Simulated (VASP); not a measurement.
Input for VASP

**INCAR**
```
ALGO = Normal
EDIFF = 1E-7
ENCUT = 520
GGA = PS
ISIF = 2
ISMEAR = -5
LASPH = .TRUE.
LCHARG = .TRUE.
LEFG = .TRUE.
LMAXMIX = 6
LORBIT = 11
LREAL = .FALSE.
LWAVE = .FALSE.
NEDOS = 601
NELM = 100
PREC = Accurate
SYSTEM = TaC
```

KPOINTS:
```
Automatic mesh
0
Gamma
16 16 16
0 0 0
```

POSCAR:
```
TaC
5.6651920
 -0.2584114240   0.2584114240   0.9308313678
  0.2584114240  -0.2584114240   0.9308313678
  0.2584114240   0.2584114240  -0.9308313678
Ta C
2 2
Cartesian
  0.0000000000  -0.0000000000   1.4041744920
 -0.0000000000   0.2584114240   0.0079274402
  0.0000000000  -0.0000000000   0.3011085739
  0.0000000000   0.2584114240   0.7665242578
```

POTCAR, in this order: Ta_pv C (PBE.64 set). Program: vasp_std.

Question: Translate this PBEsol calculation to Quantum ESPRESSO's pw.x.

Answer: One equivalent input (not run):
```
&CONTROL
  calculation = 'scf'
  pseudo_dir = './pseudo'
  outdir = './out'
  tprnfor = .true.
  tstress = .true.
/
&SYSTEM
  ibrav = 0
  nat = 4
  ntyp = 2
  ecutwfc = 82
  occupations = 'tetrahedra'
  input_dft = 'pbesol'
/
&ELECTRONS
  conv_thr = 7.3e-09
  electron_maxstep = 100
/
ATOMIC_SPECIES
  Ta 180.948 Ta.upf
  C 12.011 C.upf
CELL_PARAMETERS angstrom
    -1.4639503    1.4639503    5.2733384
     1.4639503   -1.4639503    5.2733384
     1.4639503    1.4639503   -5.2733384
ATOMIC_POSITIONS crystal
  Ta   0.7542583  0.7542583  0.0000000
  Ta   0.5042583  0.0042583  0.5000000
  C    0.1617417  0.1617417  0.0000000
  C    0.9117417  0.4117417  0.5000000
K_POINTS automatic
  16 16 16 0 0 0
```
What does not carry over: the potentials are each code's own (VASP's PAW set, PseudoDojo norm-conserving files in pw.x), so ENCUT and ecutwfc are chosen apart and not converted; conv_thr bounds pw.x's estimated SCF error, while EDIFF bounds the energy change between steps; the field gradients of LEFG aren't asked of the other code.

The structure was generated: TaC was put into the NbAs type (I4_1md), which need not be its known phase. It was relaxed first, which changed the volume by +24 %.
